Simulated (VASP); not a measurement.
**Li(110), as cut: electronic structure**

Wanted: what it costs to take an electron out of Li(110), held as cut.

Calculated with VASP 6.6.1; r2SCAN; plane waves and PAW (Li).

### 1. Set-up

The cell holds 7 atoms: 7 Li. Cell: a = 3.022 Å, b = 3.022 Å, c = 32.807 Å, α = 90.0°, β = 90.0°, γ = 70.5°. Vacuum lies along c.

As a file:

```cif
data_structure
_symmetry_space_group_name_H-M 'P 1'
_symmetry_Int_Tables_number 1
_cell_length_a 3.0224
_cell_length_b 3.0224
_cell_length_c 32.8068
_cell_angle_alpha 90.000
_cell_angle_beta 90.000
_cell_angle_gamma 70.529
_cell_volume 282.55
loop_
_atom_site_label
_atom_site_type_symbol
_atom_site_fract_x
_atom_site_fract_y
_atom_site_fract_z
_atom_site_occupancy
Li1 Li 0.00000 0.00000 0.27433 1
Li2 Li 0.50000 0.50000 0.34956 1
Li3 Li 0.00000 0.00000 0.42478 1
Li4 Li 0.50000 0.50000 0.50000 1
Li5 Li 0.00000 0.00000 0.57522 1
Li6 Li 0.50000 0.50000 0.65044 1
Li7 Li 0.00000 0.00000 0.72567 1
```

### 2. Vacuum level and density of states

A static run writes the electrostatic potential without exchange and correlation (LVHAR), which is flat in the vacuum and gives the level to count from. The dipole correction cancels the field that unlike faces would set up across the vacuum.

INCAR reads:

```
SYSTEM = Li
PREC = Normal
ENCUT = 300
EDIFF = 1E-06
NELM = 120
ISMEAR = -1
SIGMA = 0.1
LREAL = .FALSE.
ALGO = Normal
METAGGA = R2SCAN
LASPH = .TRUE.
NBANDS = 21
LORBIT = 11
LWAVE = .FALSE.
LCHARG = .TRUE.
IDIPOL = 3
LDIPOL = .TRUE.
DIPOL = 0.5 0.5 0.5
LVHAR = .TRUE.
LVACPOTAV = .TRUE.
LELF = .TRUE.
NEDOS = 1500
```

POSCAR reads:

```
Li
1.0
    2.4678026663     -1.7450000000      0.0000000000
    2.4678026663      1.7450000000      0.0000000000
    0.0000000000      0.0000000000     32.8068159980
Li
7
Direct
    0.0000000000      0.0000000000      0.2743332361
    0.5000000000      0.5000000000      0.3495554908
    0.0000000000      0.0000000000      0.4247777454
    0.5000000000      0.5000000000      0.5000000000
    0.0000000000      0.0000000000      0.5752222546
    0.5000000000      0.5000000000      0.6504445092
    0.0000000000      0.0000000000      0.7256667639
```

KPOINTS reads:

```
Automatic mesh
0
Gamma
14 14 1
0 0 0
```

KPOINTS_OPT reads:

```
Line mode
14
Line-mode
Reciprocal
  0.00000000   0.00000000   0.00000000 GAMMA
  0.37500000  -0.37500000   0.00000000 X

  0.37500000  -0.37500000   0.00000000 X
  0.62500000   0.37500000   0.00000000 A1

  0.62500000   0.37500000   0.00000000 A1
  0.50000000   0.50000000   0.00000000 Y

  0.50000000   0.50000000   0.00000000 Y
  0.00000000   0.00000000   0.00000000 GAMMA
```

Potentials, in the order of the species: Li (PBE family, release 64).

Command:

```bash
> mpirun -np 2 vasp_std
```

What it wrote:

```text
[banner, memory and clock lines left out]
running    2 mpi-ranks, on    1 nodes
 distrk:  each k-point on    2 cores,    1 groups
 distr:  one band on    1 cores,    2 groups

 POSCAR found type information on POSCAR Li
 POSCAR found :  1 types and       7 ions
|                                                                             |
|               ----> ADVICE to this user running VASP <----                  |
|                                                                             |
|     You enforced a specific xc type in the INCAR file but a different       |
|     [... a line on the potential file left out ...]
|     I HOPE YOU KNOW WHAT YOU ARE DOING!                                     |
|                                                                             |

 LDA part: xc-table for (None), standard interpolation
|                                                                             |
|           W    W    AA    RRRRR   N    N  II  N    N   GGGG   !!!           |
|           W    W   A  A   R    R  NN   N  II  NN   N  G    G  !!!           |
|           W    W  A    A  R    R  N N  N  II  N N  N  G       !!!           |
|           W WW W  AAAAAA  RRRRR   N  N N  II  N  N N  G  GGG   !            |
|           WW  WW  A    A  R   R   N   NN  II  N   NN  G    G                |
|           W    W  A    A  R    R  N    N  II  N    N   GGGG   !!!           |
|                                                                             |
|     The number of bands has been changed from the values supplied in        |
|     The orbitals not found in the WAVECAR file will be initialized with     |
|     random numbers, which is usually adequate. For correlated               |
|     calculations, however, you should redo the groundstate calculation.     |
|     I found NBANDS = 21. Now, NBANDS = 22.                                  |
|                                                                             |

 POSCAR, INCAR and KPOINTS ok, starting setup
 FFT: planning ... GRIDC
 FFT: planning ... GRID_SOFT
 FFT: planning ... GRID
 WAVECAR not read
 entering main loop
       N       E                     dE             d eps       ncg     rms          rms(c)
DAV:   1    -0.917719439514E+01   -0.91772E+01   -0.13270E+03  2508   0.122E+02
DAV:   2    -0.164889716925E+02   -0.73118E+01   -0.70422E+01  3338   0.256E+01
DAV:   3    -0.167725938620E+02   -0.28362E+00   -0.28090E+00  3314   0.413E+00
DAV:   4    -0.167806327651E+02   -0.80389E-02   -0.80364E-02  3206   0.723E-01
DAV:   5    -0.167810861372E+02   -0.45337E-03   -0.45336E-03  3618   0.167E-01    0.137E+00
DAV:   6    -0.168956456874E+02   -0.11456E+00   -0.18900E+01  3642   0.300E+00    0.209E+00
DAV:   7    -0.160437796961E+02    0.85187E+00   -0.93807E+00  3252   0.209E+00    0.658E-01
DAV:   8    -0.159214795903E+02    0.12230E+00   -0.14374E+00  3224   0.922E-01    0.508E-01
DAV:   9    -0.159286242781E+02   -0.71447E-02   -0.10358E+00  3106   0.779E-01    0.318E-01
DAV:  10    -0.158868370628E+02    0.41787E-01   -0.92146E-02  2734   0.274E-01    0.126E-01
DAV:  11    -0.158829064263E+02    0.39306E-02   -0.46399E-02  2942   0.198E-01    0.784E-02
DAV:  12    -0.158857078269E+02   -0.28014E-02   -0.16557E-02  2828   0.152E-01    0.787E-02
DAV:  13    -0.158844998905E+02    0.12079E-02   -0.13094E-02  3050   0.955E-02    0.235E-02
DAV:  14    -0.158856950319E+02   -0.11951E-02   -0.34231E-03  2690   0.572E-02    0.352E-02
DAV:  15    -0.158857271679E+02   -0.32136E-04   -0.24540E-03  2704   0.424E-02    0.648E-03
DAV:  16    -0.158859146673E+02   -0.18750E-03   -0.69167E-05  2826   0.176E-02    0.348E-03
DAV:  17    -0.158860474595E+02   -0.13279E-03   -0.23537E-05  2568   0.114E-02    0.113E-03
DAV:  18    -0.158860664165E+02   -0.18957E-04   -0.30286E-06  2670   0.396E-03    0.959E-04
DAV:  19    -0.158860893353E+02   -0.22919E-04   -0.37419E-06  2914   0.370E-03    0.731E-04
DAV:  20    -0.158860965293E+02   -0.71941E-05   -0.84920E-07  2626   0.252E-03    0.604E-04
DAV:  21    -0.158861025344E+02   -0.60050E-05   -0.38535E-07  2858   0.170E-03    0.276E-04
DAV:  22    -0.158861044925E+02   -0.19581E-05   -0.27645E-07  2538   0.142E-03    0.115E-04
DAV:  23    -0.158861049565E+02   -0.46407E-06   -0.94260E-08  2526   0.970E-04
|                                                                             |
|           W    W    AA    RRRRR   N    N  II  N    N   GGGG   !!!           |
|           W    W   A  A   R    R  NN   N  II  NN   N  G    G  !!!           |
|           W    W  A    A  R    R  N N  N  II  N N  N  G       !!!           |
|           W WW W  AAAAAA  RRRRR   N  N N  II  N  N N  G  GGG   !            |
|           WW  WW  A    A  R   R   N   NN  II  N   NN  G    G                |
|           W    W  A    A  R    R  N    N  II  N    N   GGGG   !!!           |
|                                                                             |
|     Did not find any points to average over, which means that no vacuum     |
|     field-free region was found. Please increase the size of  your cell     |
|     in the dimension of the dipole correction to obtain accurate            |
|     workfunction values.                                                    |
|                                                                             |

   1 F= -.15886105E+02 E0= -.15830200E+02  d E =-.111811E+00
 Start KPOINTS_OPT (optional k-point list driver)
k-point batch [1-56\56]
       N       E                     dE             ncg
DAV:   1    -0.847287866340E+02   -0.85989E+04     2472
DAV:   2    -0.560355400666E+03   -0.47563E+03     3404
DAV:   3    -0.584040763104E+03   -0.23685E+02     3160
DAV:   4    -0.584370041499E+03   -0.32928E+00     3090
DAV:   5    -0.584377650433E+03   -0.76089E-02     3240
DAV:   6    -0.584377938248E+03   -0.28781E-03     3204
DAV:   7    -0.584377949675E+03   -0.11427E-04     3250
DAV:   8    -0.584377950107E+03   -0.43141E-06     2116
```

Run time: 3.1 min. Hardware: 2 MPI ranks of AMD EPYC 9R14 (Zen 4), shared host; peak memory 0.4 GiB; 6.3 min of CPU time.

Lines that name or quote the potential files are left out of all logs, and their timing lines are given in words.

Parts of OUTCAR (step 2):

```text
ion  position               nearest neighbor table
   1  0.000  0.000  0.274-   2 3.02   2 3.02
   2  0.500  0.500  0.350-   3 3.02   3 3.02   1 3.02   1 3.02
   3  0.000  0.000  0.425-   2 3.02   4 3.02   2 3.02   4 3.02
   4  0.500  0.500  0.500-   3 3.02   5 3.02   3 3.02   5 3.02
   5  0.000  0.000  0.575-   4 3.02   6 3.02   4 3.02   6 3.02
   6  0.500  0.500  0.650-   5 3.02   5 3.02   7 3.02   7 3.02
   7  0.000  0.000  0.726-   6 3.02   6 3.02

  LATTYP: Found a base centered orthorhombic cell.
 ALAT       =     3.4900000000
 B/A-ratio  =     1.4142135623
 C/A-ratio  =     9.4002338103

 Subroutine GETGRP returns: Found  8 space group operations
 (whereof  8 operations were pure point group operations)

The static configuration has the point symmetry D_2h.

 Found     57 irreducible k-points:

   k-points           NKPTS =     57   k-points in BZ     NKDIM =     57   number of bands    NBANDS=     22

   dimension x,y,z NGX =    14 NGY =   14 NGZ =  140
   dimension x,y,z NGXF=    28 NGYF=   28 NGZF=  280

   ENCUT  =  300.0 eV  22.05 Ry    4.70 a.u.   4.27  4.27 46.33*2*pi/ulx,y,z

   NELECT =       7.0000    total number of electrons

 k-points in reciprocal lattice and weights: Automatic mesh
   0.00000000  0.00000000  0.00000000       0.005
   0.07142857  0.00000000  0.00000000       0.020
   0.14285714  0.00000000  0.00000000       0.020
   0.21428571  0.00000000  0.00000000       0.020
   0.28571429  0.00000000  0.00000000       0.020
   0.35714286  0.00000000  0.00000000       0.020
   0.42857143  0.00000000  0.00000000       0.020
   0.50000000  0.00000000  0.00000000       0.010
   0.07142857  0.07142857  0.00000000       0.010
[...]
-0.42857143  0.42857143  0.00000000       0.010
   0.50000000  0.50000000  0.00000000       0.005

 dipolmoment           0.000000      0.000000      0.000000 electrons x Angstroem

 average (electrostatic) potential at core
       1 -34.4214       2 -33.9239       3 -33.8951       4 -33.9053       5 -33.8951
       6 -33.9239       7 -34.4214

 E-fermi :  -1.2718

 k-point     1 :       0.0000    0.0000    0.0000
  band No.  band energies     occupation
    ...
      3      -4.4111      2.00000
      4      -3.8061      2.00000
      5      -3.0398      2.00000
      6      -2.1717      1.99975
      7      -1.3628      1.42624
      8      -0.9743      0.09717
      9       1.7300      0.00000
     10       1.9632      0.00000
     11       2.3759      0.00000
     12       3.1537      0.00000
    ...

 k-point     2 :       0.0714    0.0000    0.0000
  band No.  band energies     occupation
    ...
      3      -4.3321      2.00000
      4      -3.7266      2.00000
      5      -2.9589      2.00000
      6      -2.0869      1.99942
      7      -1.2693      0.98784
      8      -0.8736      0.03662
      9       1.8116      0.00000
     10       2.0514      0.00000
     11       2.4412      0.00000
     12       3.2257      0.00000
    ...

 k-point     3 :       0.1429    0.0000    0.0000
  band No.  band energies     occupation
    ...
      2      -4.5082      2.00000
      3      -4.0956      2.00000
      4      -3.4891      2.00000
      5      -2.7180      2.00000
      6      -1.8356      1.99291
      7      -0.9915      0.11437
      8      -0.5715      0.00182
      9       2.0406      0.00000
     10       2.3120      0.00000
     11       2.6280      0.00000
    ...

  Total        0.2103003     -0.1159732     -0.4917011      0.0000000      0.0000000      0.0000000
  in kB        1.1924787     -0.6576095     -2.7881225      0.0000000      0.0000000      0.0000000
  external PRESSURE =      -0.7510845 kB  Pullay stress =       0.0000000 kB

  energy-cutoff  :      300.00
  volume of cell :      282.55
      direct lattice vectors                 reciprocal lattice vectors
     2.467802666 -1.745000000  0.000000000     0.202609393 -0.286532951  0.000000000
     2.467802666  1.745000000  0.000000000     0.202609393  0.286532951  0.000000000
     0.000000000  0.000000000 32.806815998     0.000000000  0.000000000  0.030481471

 POSITION                                       TOTAL-FORCE (eV/Angst)
 -----------------------------------------------------------------------------------
      0.00000      0.00000      9.00000        -0.000000      0.000000      0.081516
      2.46780      0.00000     11.46780        -0.000000      0.000000     -0.062911
      0.00000      0.00000     13.93561         0.000000      0.000000     -0.012969
      2.46780      0.00000     16.40341         0.000000      0.000000      0.000000
      0.00000      0.00000     18.87121        -0.000000      0.000000      0.012969
      2.46780      0.00000     21.33901        -0.000000      0.000000      0.062911
      0.00000      0.00000     23.80682         0.000000      0.000000     -0.081516
 -----------------------------------------------------------------------------------
    total drift:                                0.000000     -0.000000      0.000000

  FREE ENERGIE OF THE ION-ELECTRON SYSTEM (eV)
  ---------------------------------------------------
  free  energy   TOTEN  =       -15.8861049565 eV

  energy  without entropy=      -15.7742940435  energy(sigma->0) =      -15.83019950

 vacuum level on the upper side and lower side of the slab         1.987         1.987

 total charge
# of ion       s       p       d       tot
------------------------------------------
    1        0.118   0.071   0.000   0.189
    2        0.114   0.090   0.000   0.204
    3        0.115   0.090   0.000   0.205
    4        0.115   0.090   0.000   0.205
    5        0.115   0.090   0.000   0.205
    6        0.114   0.090   0.000   0.204
    7        0.118   0.071   0.000   0.189
--------------------------------------------------
tot          0.809   0.591   0.000   1.400

[... 3 further parts left out ...]
```

This run has no spin polarisation. Its electron count is odd, so without a moment it is a metal by construction. The PAW data sets were made with PBE, which is usual practice but a small mismatch for other functionals.

This step gave:

```yaml
electronic_cycles: 23
electrons: 7
free_energy_toten: -15.89 eV
energy_at_zero_smearing: -15.83 eV
fermi_energy: -1.272 eV
labelled_metallic_from_the_levels_on_this_mesh: yes
dos_at_the_fermi_level: 3.450 states/eV/cell
dipole_moment: 0, 0, 0 e·Å
vacuum_levels: 1.987, 1.987 eV
work_functions_of_the_upper_and_lower_face: 3.259, 3.259 eV
```

Electronic bands along the path, in eV, zero at the Fermi level; # counts the bands kept:

```tsv
point	#1	#2	#3	#4
Γ	-3.78	-3.55	-3.14	-2.53
0.46 of the way	-2.54	-2.31	-1.91	-1.30
X	1.21	1.48	1.97	2.11
0.46 of the way	0.00	0.03	0.10	0.16
A1	1.21	1.48	1.97	2.11
0.46 of the way	0.63	0.90	1.39	2.11
Y	0.39	0.67	1.16	1.88
0.46 of the way	-2.29	-2.06	-1.63	-1.01
Γ	-3.78	-3.55	-3.14	-2.53
```

Means over bins of 0.047 eV. Table of density of states by energy, zero at the Fermi level; read off at these points; values in states/eV/cell:

```tsv
energy (eV)	total	Li s	Li p
-4.500	0	0	0
-4.250	0.00416	6.9e-4	0
-4.000	0.0488	0.00919	5.5e-5
-3.750	0.301	0.0559	0.00283
-3.500	0.691	0.125	0.0108
-3.250	0.948	0.164	0.0225
-3.000	1.21	0.200	0.0383
-2.750	1.30	0.205	0.0527
-2.500	1.60	0.240	0.0786
-2.250	1.65	0.235	0.0937
-2.000	1.78	0.238	0.119
-1.750	2.06	0.260	0.152
-1.500	1.98	0.235	0.163
-1.250	2.32	0.256	0.213
-1.000	2.38	0.243	0.238
-0.750	2.48	0.229	0.269
-0.500	2.68	0.225	0.313
-0.250	2.85	0.210	0.364
0.000	3.46	0.211	0.481
0.250	3.48	0.163	0.524
0.500	3.76	0.134	0.610
0.706	4.26	0.137	0.710
0.750	4.25	0.134	0.712
1.000	3.51	0.0940	0.601
1.250	2.62	0.0551	0.452
1.500	2.63	0.0513	0.465
1.750	2.73	0.0412	0.501
2.000	1.83	0.0258	0.330
2.250	1.11	0.0127	0.204
2.500	1.23	0.0126	0.225
2.750	1.33	0.0145	0.243
3.000	1.60	0.0485	0.234
3.250	3.02	0.227	0.286
3.500	5.72	0.431	0.594
3.537	5.97	0.434	0.636
3.631	6.18	0.425	0.682
3.750	5.74	0.391	0.632
4.000	4.52	0.284	0.498
4.250	4.47	0.246	0.536
4.500	4.50	0.205	0.568
4.750	4.51	0.180	0.561
5.000	4.25	0.161	0.519
5.250	4.31	0.139	0.521
5.500	4.00	0.126	0.495
5.750	3.82	0.137	0.491
6.000	4.70	0.192	0.642
6.250	5.93	0.291	0.755
6.500	6.26	0.350	0.793
6.699	6.5	0.440	0.842
6.750	6.45	0.456	0.846
6.793	6.34	0.458	0.843
7.000	5.41	0.361	0.778
7.250	5.38	0.284	0.804
7.500	5.31	0.294	0.723
7.750	5.53	0.314	0.733
```

The planar average of the electrostatic potential oscillates, so the rows of the table below give means over windows of 2.46 Å about each position, cut where the curve ends. Its maxima inside the range that stand out by 2 % of the span (Å: eV): 10.2: 1.82, 12.7: 1.83, 15.1: 1.81, 17.7: 1.81, 20.2: 1.83, 22.6: 1.82. Its minima: 9.0: -3.40, 11.5: -3.09, 13.9: -3.06, 16.4: -3.07, 18.9: -3.06, 21.3: -3.09, 23.8: -3.40.

Zero at the Fermi level. Table of planar average of the electrostatic potential by height; means over each step:

height (Å), planar average of the electrostatic potential (eV) and a bar from the least value:
```
     1.23       3.26 ##############################
     3.69       3.26 ##############################
     6.15       3.09 #############################
     8.61      -0.55 
    11.07      -0.34 ##
    13.53      -0.32 ##
    15.99      -0.33 ##
    18.45      -0.32 ##
    20.91      -0.34 ##
    23.37      -0.57 
    25.83       2.53 ########################
    28.29       3.25 ##############################
    30.75       3.26 ##############################
```

Density of states in the PAW spheres, an atom over height of the layer and energy from the Fermi level.

Ten even steps from '0' (0.000 states/eV) to '9' (0.114 states/eV), each cell a mean:
```
9889889
8888888
6677766
6666666
5566655
5555555
4444444
3444443
2333332
1322231
0111110
0000000
0000000
0000000
0000000
0000000
0000000
0000000
0000000
0000000
0000000
0000000
```
Columns: height of the layer (Å) from 9 to 23.8; rows upwards: energy from the Fermi level (eV) from -7.9 to 0.5.

Force by atom:

```tsv
atom	x (eV/Å)	y (eV/Å)	z (eV/Å)	size
Li1	0.0000	0.0000	0.0815	0.0815
Li2	0.0000	0.0000	-0.0629	0.0629
Li3	0.0000	0.0000	-0.0130	0.0130
Li4	0.0000	0.0000	0.0000	0.0000
Li5	0.0000	0.0000	0.0130	0.0130
Li6	0.0000	0.0000	0.0629	0.0629
Li7	0.0000	0.0000	-0.0815	0.0815
```

Electrostatic potential energy in the ca plane at fractional y = 0.000, with atoms of Li within 0.2 Å of it. With pseudopotentials it is smooth inside the atoms' cores, unlike the true potential.

Ten even steps from '0' (-21 eV) to '9' (2 eV), each cell a mean:
```
86100589999999840026899999987200378999999999
97645789999999875468999999998644689999999999
99888899999999988889999999999877889999999999
99999999999999999999999999999988999999999999
99888999999999998899999999999988899999999999
98767899999999987678999999998766789999999999
87312689999999862147899999997411578999999999
85000489999999740016899999987200278999999999
```
Columns run along c (16.0 Å, from fractional 0.39 to 0.88 of the cell; values clipped at the 3rd and 97th percentile), rows up along a (3.0 Å). Atoms in or near the plane, at fractional coordinates: Li at (0.42, 0.00), Li at (0.58, 0.00), Li at (0.73, 0.00).

ELF in the ca plane at fractional y = 0.000, with atoms of Li within 0.2 Å of it. It is the smooth field of the valence electrons, not physical close to the nuclei.

Ten even steps from '0' (0.00) to '9' (0.74), each cell a mean:
```
73000047888888610001688888774000002221100000
75211368888888741114788887776421234432100000
87645688887788875457888877888877777542100000
88777888877788887778888777889999998642100000
88766788887788886667888877889999987642100000
86422478888888753235788877787644455432100000
74000157888888620002688888775200012321100000
62000047888888510001588888763000001221000000
```
Columns run along c (16.0 Å, from fractional 0.39 to 0.88 of the cell), rows up along a (3.0 Å). Atoms in or near the plane, at fractional coordinates: Li at (0.42, 0.00), Li at (0.58, 0.00), Li at (0.73, 0.00).

Valence density in the ca plane at fractional y = 0.000, with atoms of Li within 0.2 Å of it. It is the smooth field of the valence electrons, not physical close to the nuclei.

Ten even steps from '0' (0.000 e/Å³) to '9' (0.056 e/Å³), each cell a mean:
```
86444589999998754446899998987433222110000000
87655789999999875567899988998755432110000000
98878899998999988788999988999987643210000000
99888999998999998899999888999998753210000000
99888999998999988889999888999998643210000000
98767889999999886678999988999876543210000000
87544689999999864457899988987544332110000000
86434579999998754346899998886333222110000000
```
Columns run along c (16.0 Å, from fractional 0.39 to 0.88 of the cell), rows up along a (3.0 Å). Atoms in or near the plane, at fractional coordinates: Li at (0.42, 0.00), Li at (0.58, 0.00), Li at (0.73, 0.00).

Only the dipole across the slab is computed (IDIPOL = 3); zeros along the plane are no results.

The map of layer states is cut here 0.5 eV above the Fermi level, so it leaves out the states above that.

The vacuum level lies 3.26 eV above the Fermi level at the upper face; both faces agree, as the slab has next to no dipole.

The program found no field-free point at its default tolerance, but its printed level agrees with the flat part of the planar average.

On this mesh the fine structure of the density of states is sampling noise, and high empty states may be cut by the number of bands.

### 3. Derived quantities

This step: slab, r2SCAN; plane waves and PAW (VASP 6.6.1).

No new run; the numbers come from the runs before.

(Continued in part 2 of 2.)

[Lines on the potential files, build, host, timing and source positions are cut from VASP's logs without a mark.]

[Logs are printed without paths, hosts, clocks, repeated set-up lines and the standing remarks that a program may print on its own settings, such as how far it seeks lower states.]

[Hosts, paths, dates, database ids (printed as entryN), source tags and the programs' standing remarks are cut or masked in the printed files.]

[In band tables of VASP the shares of atoms and orbitals are scaled to a sum of 1 inside the atoms' spheres.]

[Runs that stopped without an error message from VASP are left out.]
